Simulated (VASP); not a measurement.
Crystal: PmS.

```xyz
2
Lattice="3.7551 0.0000 0.0000 -1.8776 3.2520 0.0000 0.0000 0.0000 3.6648" Properties=species:S:1:pos:R:3 pbc="T T T"
Pm    0.0000    0.0000    0.0000
S     1.8776    1.0840    1.8324
```

The cell comes from a database or a generator and needn't be the stable form of this composition.

Base run:

- Program: VASP 6.6.1
- Functional: PBEsol
- Potentials or basis: VASP PAW PBE potentials, release 64 (Pm, S)
- Cutoff: 520 eV
- k mesh: 6 × 6 × 5
- Occupations: gaussian, width 0.05 eV
- Spin: collinear spin, ferromagnetic start
- Starting moments: [4.0, 0.0] μB
- Hubbard terms: Pm f U = 7 eV

Its results: band gap on the k mesh none (metal or under the smearing width); pressure 2.9 GPa; net moment 4.82 μB per cell; site moments Pm +4.27; S -0.05 μB.

Question: The run is repeated on the same cell with these changes: functional from PBEsol to r2SCAN. What comes out?

Answer: Band gap on the k mesh none (metal or under the smearing width); pressure 7.4 GPa; net moment 4.87 μB per cell; site moments Pm +4.26; S -0.06 μB.

Caveats: the magnetic or orbital state may not be the lowest; the PAW data sets were made with another functional, which shifts forces and pressure a little; spin-orbit coupling is left out, which moves the levels of the heavy elements.

Not every run made on this cell is shown here.
